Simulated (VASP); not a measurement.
An input for Quantum ESPRESSO's pw.x (written as the equivalent of a VASP run, and not itself run):

```
&CONTROL
  calculation = 'vc-relax'
  pseudo_dir = './pseudo'
  outdir = './out'
  tprnfor = .true.
  tstress = .true.
  nstep = 30
  forc_conv_thr = 0.00039
/
&SYSTEM
  ibrav = 0
  nat = 3
  ntyp = 2
  ecutwfc = 84
  occupations = 'smearing'
  smearing = 'gaussian'
  degauss = 0.003675
  input_dft = 'revpbe'
/
&ELECTRONS
  conv_thr = 7.3e-09
  electron_maxstep = 100
/
&IONS
/
&CELL
  cell_dofree = 'shape'
/
ATOMIC_SPECIES
  Pt 195.084 Pt.upf
  S 32.060 S.upf
CELL_PARAMETERS angstrom
     1.7757067   -3.0756144    0.0000000
     1.7757067    3.0756144    0.0000000
     0.0000000    0.0000000    7.4492358
ATOMIC_POSITIONS crystal
  Pt   0.0000000  0.0000000  0.0000000
  S    0.3333330  0.6666670  0.1634485
  S    0.6666670  0.3333330  0.8365515
K_POINTS automatic
  7 7 3 0 0 0
```

Q: Write the VASP files for the same calculation (revPBE).

A: This is not unique; one that fits is 
### INCAR
```
! general
SYSTEM   =  PtS2
PREC     =  Accurate
ENCUT    =  520
LREAL    =  .False.   ! projection in real space or not
LASPH    =  .True.   ! aspherical one-centre terms

! electronic loop
EDIFF    =  1E-7
NELM     =  100
ALGO     =  Normal   ! blocked Davidson
LMAXMIX  =  6

! smearing
ISMEAR   =  0   ! Gaussian
SIGMA    =  0.05   ! width (eV)

! functional
GGA      =  RE   ! revPBE

! ions
IBRION   =  2
NSW      =  30   ! most ionic steps
ISIF     =  4   ! ions and shape, fixed volume
EDIFFG   =  -0.01   ! ionic stop

! output
LWAVE    =  .False.
LCHARG   =  .False.
```

POSCAR:
```
PtS2
1
    1.7757067328    -3.0756143528     0.0000000000
    1.7757067328     3.0756143528     0.0000000000
    0.0000000000     0.0000000000     7.4492358205
Pt S
1 2
Direct
  0.0000000000   0.0000000000   0.0000000000
  0.3333330000   0.6666670000   0.1634484932
  0.6666670000   0.3333330000   0.8365515068
```

File KPOINTS:
```
K-points
0
G
 7 7 3
```

POTCAR, in this order: Pt S (PBE.64 set). Program: vasp_std.

The two are equivalent in intent, not identical: the potentials are each code's own (VASP's PAW set, PseudoDojo norm-conserving files in pw.x), so ENCUT and ecutwfc are chosen apart and not converted; conv_thr bounds pw.x's estimated SCF error, while EDIFF bounds the energy change between steps; forc_conv_thr acts on force components and is met together with etot_conv_thr.

The compound is PtS2 in the 1T layered structure. This cell is one point of a volume scan, at 0.97 of the reference volume. Symmetry was kept, so distortions that lower it aren't found.
